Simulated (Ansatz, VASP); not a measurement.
# One calculation of Hf2Cl, two programs

INCAR

```
SYSTEM = Hf2Cl
ALGO     = Normal         ! electronic algorithm
EDIFF    = 1E-6           ! SCF threshold, eV
EDIFFG   = -0.01          ! ionic threshold
ENCUT    = 600            ! plane-wave cutoff, eV
GGA      = PE             ! functional
IBRION   = 2              ! ionic algorithm
ISIF     = 3              ! what is computed and relaxed
ISMEAR   = 0              ! smearing method
LASPH    = .TRUE.         ! aspherical terms in the spheres
LCHARG   = .FALSE.        ! write CHGCAR
LREAL    = .FALSE.        ! projectors in reciprocal space
LWAVE    = .FALSE.        ! write WAVECAR
NELM     = 100            ! most SCF steps
NSW      = 100            ! ionic steps
PREC     = Accurate       ! precision mode
SIGMA    = 0.1            ! smearing width, eV
```

Contents of KPOINTS:

```
k-points
0
G
  8 8 8
  0 0 0
```

Contents of POSCAR:

```
Hf2Cl
1.0
    0.0000000000      4.1968005886      4.1968005886
    4.1968005886      0.0000000000      4.1968005886
    4.1968005886      4.1968005886      0.0000000000
Hf Cl
4 2
Direct
    0.6250000000      0.6250000000      0.6250000000
    0.1250000000      0.6250000000      0.6250000000
    0.6250000000      0.6250000000      0.1250000000
    0.6250000000      0.1250000000      0.6250000000
    0.0000000000      0.0000000000      0.0000000000
    0.2500000000      0.2500000000      0.2500000000
```

Input for Ansatz:

```yaml
crystal:
  lattice:
    - [0.0, 4.1968005886, 4.1968005886]
    - [4.1968005886, 0.0, 4.1968005886]
    - [4.1968005886, 4.1968005886, 0.0]
  atoms:
    - { symbol: Hf, position: [0.625, 0.625, 0.625] }
    - { symbol: Hf, position: [0.125, 0.625, 0.625] }
    - { symbol: Hf, position: [0.625, 0.625, 0.125] }
    - { symbol: Hf, position: [0.625, 0.125, 0.625] }
    - { symbol: Cl, position: [0.0, 0.0, 0.0] }
    - { symbol: Cl, position: [0.25, 0.25, 0.25] }
basis:
  ecutwfc: 420
kpoints:
  mp_grid: { grid: [8, 8, 8] }
hamiltonian:
  xc: pbe
scf:
  occupations: { method: gaussian, width: 0.1 }
output:
  forces: true
  stress: true
  eigenvalues: true
relax:
  adjacent_minimum: "off"
  f_tol: 0.01
  max_steps: 80
  cell: { stress_tol: 0.05 }
```

Change from the starting cell: species swapped into the NdMg2 type (Fd-3m, No. 227).

Alike in both runs: task relaxation of cell and atoms; functional PBE; k mesh 8 × 8 × 8; occupations gaussian, width 0.1 eV; no spin polarisation.

```csv
,VASP,Ansatz
version,VASP 6.6.1,Ansatz 0.2.0
potentials or method,"VASP PAW PBE potentials, release 64 (Hf_pv, Cl)","scalar-relativistic, plane waves, PAW"
plane-wave cutoff (eV),600,420
valence electrons in the cell,54,118
```

VASP gave:

```
gap on the k mesh at the Fermi level, each at its own relaxed structure (eV) : none
relaxed volume (Å³/atom)                                                     : 24.79
relaxed cell length with the largest relative difference (Å)                 : 5.947
```

Q: Estimate Ansatz's values.

A: gap on the k mesh at the Fermi level, each at its own relaxed structure (eV): none; relaxed volume (Å³/atom): 24.89; relaxed cell length with the largest relative difference (Å): 5.955.

A gap of «none» marks a metal or a gap that the smearing closes. The two sets of potentials don't hold the same shells in valence.

Spin-orbit coupling is left out, which matters for the levels of Hf.
